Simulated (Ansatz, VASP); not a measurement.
# CuI (Marshite) in two plane-wave programs, part 2 of 2

One calculation is typed for both programs; each brings its own data sets. How far apart do they land? The cell is taken from a series of runs on this material, whose earlier steps may have relaxed, scaled, displaced or heated it; both programs get it as it stands.

VASP 6.6.1 and Ansatz 0.2.0.

So far: Set-up; VASP: zone-centre phonons, r2SCAN.

## (3) Ansatz: zone-centre phonons, r2SCAN

Level of this step: Ansatz beside VASP: Kohn-Sham DFT, plane waves, r2SCAN (Ansatz).

Ansatz runs on its default PAW (the set named soft_2) files.

The same cell, functional and mesh now go to Ansatz, which takes its cutoff from its data sets.

input.yaml

```yaml
crystal:
  lattice:
    - [0.0, 3.0114135831, 3.0114135831]
    - [3.0114135831, 0.0, 3.0114135831]
    - [3.0114135831, 3.0114135831, 0.0]
  atoms:
    - { symbol: Cu, position: [0.25, 0.25, 0.25] }
    - { symbol: I, position: [0.0, 0.0, 0.0] }
kpoints:
  mp_grid: { grid: [8, 8, 8] }
hamiltonian:
  xc: r2scan
scf:
  occupations: { method: fixed }
output:
  eigenvalues: true
phonons:
  method: dfpt
  dielectric: true
  rigid_motions: translations
```

The run is started by

```bash
ansatz run input.yaml --threads 4 --pin off --max-ram 7168MiB --backend cpu --events-out ev --progress --plain --runs-dir out
```

Numbers of over 12 decimals in the logs are rounded to 6 here.

What it wrote:

```text
Engine: ansatz 0.2.0, aarch64-unknown-linux-gnu
Pseudopotentials: kind: paw
Pseudopotential: Cu, paw, valence charge 19, recommended cutoff 500 eV (meta_gga), Cu.paw.azcp
Pseudopotential: I, paw, valence charge 17, recommended cutoff 500 eV (meta_gga), I.paw.azcp
Functional definition: r2SCAN
  parameter k0 = 0.174
  parameter k1 = 0.065
  parameter a1 = 4.9479
  exchange = r2scan_x(k0 = k0, k1 = k1, a1 = a1)
  correlation = r2scan_c
Crystal: 2 atoms, lattice volume = 54.619 Å³
Basis set: ecut = 500 eV, 1411 PW (Γ), exchange–correlation on 160×160×160 points (125 copies of the dense FFT grid, shifted against one another)
Bands: 22, of which v1, the nominal top of the filled ones, is band 18 counted from 1 (17 counted from 0)
Symmetry: 24 space group operations
k-points: 95 of 512 (irreducible under 4 space group operations, time reversal used)
Non-local potential: Cu, projectors of the file, l = 0: 3, l = 1: 2, l = 2: 3, l = 3: 1
Non-local potential: I, projectors of the file, l = 0: 2, l = 1: 2, l = 2: 2, l = 3: 2
PAW form: soft (Blöchl's): semilocal exchange-correlation on the pseudo side does not see the compensation charge
PAW frozen core: Cu, regenerated for the run's functional (the file was generated under x = pbe(κ = 0.804, μ = 0.219515), c = pbe(β = 0.066725))
PAW frozen core: I, regenerated for the run's functional (the file was generated under x = pbe(κ = 0.804, μ = 0.219515), c = pbe(β = 0.066725))
PAW one-centre angular grid: Cu, 590 points (default); XC on 160 Gauss nodes
PAW one-centre angular grid: I, 590 points (default); XC on 160 Gauss nodes
Initial density: superposition of atomic densities (neutral atoms: chi_scale 0, normalization atom), corrected by the library's trained network
Initial wavefunctions: pseudopotential atomic-orbital guess
Functional: x = r2scan, c = r2scan; τ floored in thin density (d = 2e-4 eV/Å³)
SCF iter   1: F=—  HF=-14159.673005 eV  |F-HF|=—  |Δ(HF+E_count)|=         —  Δρ=2.36e-2  dr2=1.80e-1  dr2_τ=1.08e-3  ethr=1.77e-3  ⟨swp⟩=5.0  Hψ=8538  notcnv=0  defer=180
preconditioner: auto → none  [insulator: Δε(μ)=1.875 eV  Ē_g=9.748 eV  n_scr=14 (ndim 8)  ℏωp=21.3 eV  f_vac=0.177  ε∞_Penn≈5.8]
SCF iter   2: F=—  HF=-14159.717081 eV  |F-HF|=—  |Δ(HF+E_count)|=   4.41e-2  Δρ=2.77e-2  dr2=2.79e-1  dr2_τ=1.58e-3  ethr=5.01e-4  ⟨swp⟩=3.0  Hψ=5008  notcnv=0  defer=172
SCF iter   3: F=—  HF=-14159.647181 eV  |F-HF|=—  |Δ(HF+E_count)|=   6.99e-2  Δρ=2.62e-3  dr2=3.69e-3  dr2_τ=5.80e-5  ethr=5.01e-4  ⟨swp⟩=2.0  Hψ=3475  notcnv=0  defer=180
SCF iter   4: F=—  HF=-14159.646150 eV  |F-HF|=—  |Δ(HF+E_count)|=   1.03e-3  Δρ=2.15e-3  dr2=1.66e-3  dr2_τ=4.07e-6  ethr=1.03e-5  ⟨swp⟩=3.0  Hψ=3370  notcnv=0  defer=182
SCF iter   5: F=—  HF=-14159.645832 eV  |F-HF|=—  |Δ(HF+E_count)|=   3.18e-4  Δρ=7.25e-4  dr2=1.96e-4  dr2_τ=3.93e-7  ethr=4.61e-6  ⟨swp⟩=2.0  Hψ=2750  notcnv=0  defer=182
SCF iter   6: F=—  HF=-14159.645794 eV  |F-HF|=—  |Δ(HF+E_count)|=   3.83e-5  Δρ=2.91e-5  dr2=4.95e-7  dr2_τ=3.20e-8  ethr=5.44e-7  ⟨swp⟩=2.0  Hψ=2621  notcnv=0  defer=177
SCF iter   7: F=—  HF=-14159.645794 eV  |F-HF|=—  |Δ(HF+E_count)|=   5.30e-9  Δρ=5.48e-6  dr2=1.60e-8  dr2_τ=3.18e-10  ethr=1.37e-9  ⟨swp⟩=2.4  Hψ=3770  notcnv=0  defer=162
SCF iter   8: F=—  HF=-14159.645794 eV  |F-HF|=—  |Δ(HF+E_count)|=   2.80e-9  Δρ=6.68e-7  dr2=1.70e-10  dr2_τ=2.89e-12  ethr=4.44e-11  ⟨swp⟩=2.0  Hψ=3423  notcnv=0  defer=160
SCF iter   9: F=-14159.645794 eV  HF=-14159.645794 eV  |F-HF|=1.09e-11  |Δ(HF+E_count)|=  1.27e-11  Δρ=7.85e-8  dr2=2.65e-12  dr2_τ=2.54e-13  ethr=1.00e-12  ⟨swp⟩=10.1  Hψ=13523  notcnv=0
SCF 1 converged in 9 iterations: F = -14159.645794 eV  dr2 = 2.65e-12
  greatest PAW one-centre occupation: 1.000 electrons in one spin orbital (limit 2), on the Cu atom at site 0 (counted from 0), in its partial waves of l = 0
DFPT response loops at Γ: preconditioner auto → none (the input reference at scf.mixing.eps_inf says where Resta's filter doesn't serve); β = 0.50; Broyden in place of MSR1
── the response to a field inside a basis, on 8×8×8 k-points: an SCF that follows is theirs, and a resumed run solves both again ──
Bands: 19, of which v1, the nominal top of the filled ones, is band 18 counted from 1 (17 counted from 0)
k-points: 60 of 512 (irreducible under 6 space group operations, time reversal used)
Initial density: handed on by an earlier stage of this run
Initial wavefunctions: pseudopotential atomic-orbital guess (no wavefunctions were taken with the density)
Eigensolver: Dense (60 Hₖ)
SCF iter   1: F=—  HF=-14159.643696 eV  |F-HF|=—  |Δ(HF+E_count)|=         —  Δρ=9.97e-5  dr2=1.54e-6  dr2_τ=1.92e-6  ethr=1.00e-1
preconditioner: auto → none  [insulator: Δε(μ)=1.930 eV  Ē_g=7.463 eV  n_scr=14 (ndim 8)  ℏωp=21.3 eV  f_vac=0.177  ε∞_Penn≈9.2]
SCF iter   2: F=—  HF=-14159.643697 eV  |F-HF|=—  |Δ(HF+E_count)|=   9.08e-7  Δρ=9.63e-5  dr2=2.52e-6  dr2_τ=1.18e-7  ethr=4.26e-9
SCF iter   3: F=—  HF=-14159.643698 eV  |F-HF|=—  |Δ(HF+E_count)|=   1.57e-6  Δρ=1.37e-4  dr2=6.74e-6  dr2_τ=3.87e-8  ethr=4.26e-9  recentre
SCF iter   4: F=-14159.643697 eV  HF=-14159.643697 eV  |F-HF|=1.10e-8  |Δ(HF+E_count)|=   1.77e-6  Δρ=7.55e-6  dr2=1.02e-8  dr2_τ=1.84e-9  ethr=4.26e-9
SCF 1 converged in 4 iterations: F = -14159.643697 eV  dr2 = 1.02e-8
DFPT response loops at Γ: mixed as the last ones told, above
SCF converged after 9 iterations
Free energy (F): -14159.645794 eV
Harris-Foulkes:  -14159.645794 eV  (|F-HF|=1.09e-11)
Internal energy: -14159.645794 eV  (E = F + TS)
E sigma→0 (E₀):  -14159.645794 eV
Fermi energy:    8.260895 eV
--- Per-component energies (eV) ---
  E_band       = -898.655456
  E_kinetic    = 489.178112
  E_local      = -7588.839685  (includes V_loc(G=0)·N_el)
  E_nonlocal   = 321.045832
  E_hartree    = 3534.701554
  E_xc         = -202.073136
  E_vxc        = -260.145461  (∫ρ·V_xc dr)
  E_paw        = -6531.590639  (= ΣΔE_a)
  E_vpaw       = -945.864530  (= ΣTr[D̂ρ^β])
  E_aug_tail   = 0.000131  (compensation charges beyond the density's cutoff)
  E_vtau       = 16.567035  (kinetic-family band-sum trace: ∫τ·v_τ [+ j·A + Jᵃ·Aᵃ] dr)
  E_ewald      = -4181.839907
  E_core_change = -0.228055  (= ΣΔE_core)
  E_smearing   = -0.000000  (= −TS)
  E_closure    = 0.000000  (closes the sum)
  Σ components = -14159.645794   (vs F -14159.645794, Δ=0.00e0)
--- Band table (eV; the first three rows and the last of 95) ---
  k-point 0: bands = [... 14 lower, 6.3440, 8.2609, 8.2609, 8.2609, 9.9295, 13.5004, 13.5004, 13.5004]
  k-point 1: bands = [... 14 lower, 6.3375, 7.6626, 8.1398, 8.1398, 10.5859, 13.4055, 13.7308, 13.7308]
  k-point 2: bands = [... 14 lower, 6.3345, 6.9609, 7.8725, 7.8725, 10.9923, 14.0726, 14.0726, 14.1664]
  k-point 94: bands = [... 14 lower, 6.2770, 6.4373, 6.6052, 6.9544, 13.1336, 13.2321, 14.7833, 14.9750]
--- Phonons (Γ-DFPT): 2 representative perturbations + reference, on 95 of 512 k-points (Σ response iterations 12) ---
  k mesh reduced under 4 symmetry operations, with k and −k counted as one. Each operation leaves every solved perturbation unchanged. A smaller set is not considered because the functional reads the kinetic-energy density
  ASR residual: 6.725e-5 → 0.000e0 eV/Å²; symmetrization residual: 2.670e-5 eV/Å²
  ASR residual per site (eV/Å²): 1.84e-6 6.73e-5
  Γ frequencies (cm⁻¹): 0.00 0.00 0.00 129.84 129.84 129.84
  ε∞ (high-frequency dielectric tensor):
        5.697923    -0.000000     0.000000
       -0.000000     5.697923     0.000000
        0.000000     0.000000     5.697923
  ε⁰ (static dielectric tensor: ions relaxed, cell fixed):
        7.052585     0.000000     0.000000
        0.000000     7.052585     0.000000
        0.000000     0.000000     7.052585
  ε⁰ − ε∞ (ionic part):
        1.354662     0.000000    -0.000000
        0.000000     1.354662     0.000000
       -0.000000     0.000000     1.354662
  softest optical mode at Γ: 129.84 cm⁻¹; the repairs (sum rule, projections) moved no ω² at Γ by more than (0.91 cm⁻¹)²
  Born effective charges Z* (e; rows j = field, columns β = displacement):
    site 0:
         1.03604    0.00000   -0.00000
         0.00000    1.03604    0.00000
         0.00000    0.00000    1.03604
    site 1:
        -1.03604   -0.00000    0.00000
        -0.00000   -1.03604   -0.00000
        -0.00000   -0.00000   -1.03604
  Z* charge neutrality: 4.491e-4 e pre-enforcement
  solved inside a basis spanned on kpoints, on 8×8×8 k-points, its susceptibility summed on 12×12×12: ε∞ is read to err by 1.4e-2, Z* by 2.0e-2 e (field_mesh: kpoints solves on kpoints); Z* is corrected for what the basis lacks
  optical modes at Γ without the LO–TO term, one row a degenerate level:
      ω (cm⁻¹)  modes    IR ((D/Å)²/amu)
        129.84      3             1.7545
  optical modes at Γ + LO–TO along q̂ = [1.0000, 0.0000, 0.0000]:
      ω (cm⁻¹)  modes    IR ((D/Å)²/amu)
        129.84      2             1.1697
        144.45      1             0.5848
  optical modes at Γ + LO–TO along q̂ = [0.0000, 1.0000, 0.0000]:
      ω (cm⁻¹)  modes    IR ((D/Å)²/amu)
        129.84      2             1.1697
        144.45      1             0.5848
  optical modes at Γ + LO–TO along q̂ = [0.0000, 0.0000, 1.0000]:
      ω (cm⁻¹)  modes    IR ((D/Å)²/amu)
        129.84      2             1.1697
        144.45      1             0.5848
```

## (4) Comparison

Known differences besides the potentials themselves: VASP keeps PBE cores, Ansatz makes them for the functional; fixed occupations in Ansatz, narrow Gaussian smearing in VASP; the data sets hold 36 valence electrons in Ansatz (on its default PAW (the set named soft_2) files) and 18 in VASP; the cutoff is 500 eV in Ansatz and 660 eV in VASP; VASP uses finite displacements, Ansatz perturbation theory. Total energies have different zeros and are not compared.

The two programs side by side:

```tsv
quantity	Ansatz	VASP	difference
optical mode 1 to 3 (cm⁻¹)	129.8	128.6	+0.93 %
```

Modes are paired by rising frequency, not by their patterns, so a pair may set unlike modes beside each other; they are those without the splitting of longitudinal modes.

## (5) Results

| Item | Value |
| --- | --- |
| r.m.s. difference of the optical zone-centre modes, each program's sorted by frequency (zone-centre phonons, r2SCAN) | 1.2 cm⁻¹ |
| difference in optical mode 1 to 3 (zone-centre phonons, r2SCAN) | +0.9 % |

What this shows: The r.m.s. difference of the optical zone-centre modes, each program's sorted by frequency is 1.2 cm⁻¹ (zone-centre phonons, r2SCAN). The data sets hold unlike numbers of valence electrons (36 in Ansatz and 18 in VASP), so part of the differences comes from the potentials. Among the rows given in per cent, the largest difference of the zone-centre phonons, r2SCAN pair is in optical mode 1 to 3, +0.9 %. 1 further run of this series is not shown here. How closely two codes agree says nothing of how well the functional describes the real material.

[Lines on the potential files, build, host, timing and source positions are cut from VASP's logs without a mark.]

[Logs are printed without paths, hosts, clocks, repeated set-up lines and the standing remarks that a program may print on its own settings, such as how far it seeks lower states.]

[Hosts, paths, dates, database ids (printed as entryN), source tags and the programs' standing remarks are cut or masked in the printed files.]
